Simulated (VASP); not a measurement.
Level of theory: PBE GGA, VASP's PBE PAW potentials (set 64) (plane waves; VASP).

The input files of a VASP run:

### KPOINTS
```
Automatic mesh
0
Gamma
8 8 8
0 0 0
```

**INCAR**
```
# general
SYSTEM  = Ni3Fe
PREC    = Accurate
ENCUT   = 400
LREAL   = .FALSE.
LASPH   = .TRUE.

# electronic loop
EDIFF   = 1E-6
NELM    = 100
ALGO    = Normal
LMAXMIX = 4

# smearing
ISMEAR  = 1
SIGMA   = 0.1

# functional
GGA     = PE

# spin
ISPIN   = 2
MAGMOM  = 3.0 3*0.7

# ions
IBRION  = 2
NSW     = 60
ISIF    = 3
EDIFFG  = -0.02

# output
LWAVE   = .FALSE.
LCHARG  = .FALSE.
LORBIT  = 10
```

**POSCAR**
```
Ni3Fe
1
    3.5402536788    -0.0000000000     0.0000000000
   -0.0000000000     3.5402536788    -0.0000000000
    0.0000000000     0.0000000000     3.5402536788
Fe Ni
1 3
Direct
  0.0000000000   0.0000000000   0.0000000000
  0.0000000000   0.5000000000   0.5000000000
  0.5000000000   0.0000000000   0.5000000000
  0.5000000000   0.5000000000   0.0000000000
```

POTCAR, in this order: Fe Ni (PBE.64 set). Program: vasp_std.

**Question.** What will the output report for the number of irreducible k-points (NKPTS), largest plane-wave count, number of space-group operations, FFT grid (NGX, NGY, NGZ)?

**Answer.** 
```json
{
 "number of irreducible k-points (NKPTS)": "35",
 "largest_plane_wave_count": "840",
 "number_of_space_group_operations": "48",
 "FFT grid (NGX, NGY, NGZ)": "24 × 24 × 24"
}
```

The compound is Ni3Fe in the L1_2 structure. It was relaxed first. The start is the result of an earlier pass.
